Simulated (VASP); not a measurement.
Method: PBE GGA, VASP's PBE PAW potentials (set 64) (plane waves; VASP 6.6.1).

A VASP calculation is set up with these files.

File KPOINTS:
```
Automatic mesh
0
Gamma
14 14 14
0 0 0
```

File POSCAR:
```
Pd
1
    0.0000000000     1.9690748081     1.9690748081
    1.9690748081     0.0000000000     1.9690748081
    1.9690748081     1.9690748081     0.0000000000
Pd
1
Direct
  0.0000000000   0.0000000000   0.0000000000
```

**INCAR**
```
SYSTEM = Pd
PREC = Accurate
ENCUT = 480
EDIFF = 1E-7
NELM = 100
ALGO = Normal
LREAL = .FALSE.
LASPH = .TRUE.
ISMEAR = 1
SIGMA = 0.1
GGA = PE
LMAXMIX = 4
LWAVE = .FALSE.
LCHARG = .FALSE.
ISIF = 2
```

POTCAR, in this order: Pd (PBE.64 set). Program: vasp_std.

What does the run give for the energy per atom (σ→0), band gap (on the k-mesh)?

The energy per atom (σ→0) is -5.206 eV/atom and the band gap (on the k-mesh) comes out as none (metal, semimetal or under 0.01 eV).

**OSZICAR**
```
...
DAV:   5    -0.548564470290E+01   -0.20364E-04   -0.20364E-04  2163   0.116E-01    0.703E+00
DAV:   6    -0.521814405394E+01    0.26750E+00   -0.12827E+00  1911   0.107E+01    0.347E+00
DAV:   7    -0.520982402228E+01    0.83200E-02   -0.33534E-03  2028   0.634E-01    0.191E+00
DAV:   8    -0.520633257230E+01    0.34914E-02   -0.99568E-04  1982   0.256E-01    0.308E-02
DAV:   9    -0.520633910391E+01   -0.65316E-05   -0.83685E-06  2414   0.311E-02    0.116E-02
DAV:  10    -0.520634210837E+01   -0.30045E-05   -0.13187E-06  2074   0.130E-02    0.189E-03
DAV:  11    -0.520634202304E+01    0.85327E-07   -0.21676E-08  1483   0.135E-03
   1 F= -.52063420E+01 E0= -.52057594E+01  d E =-.174787E-02
```

The compound is Pd in the fcc structure. It was relaxed first.
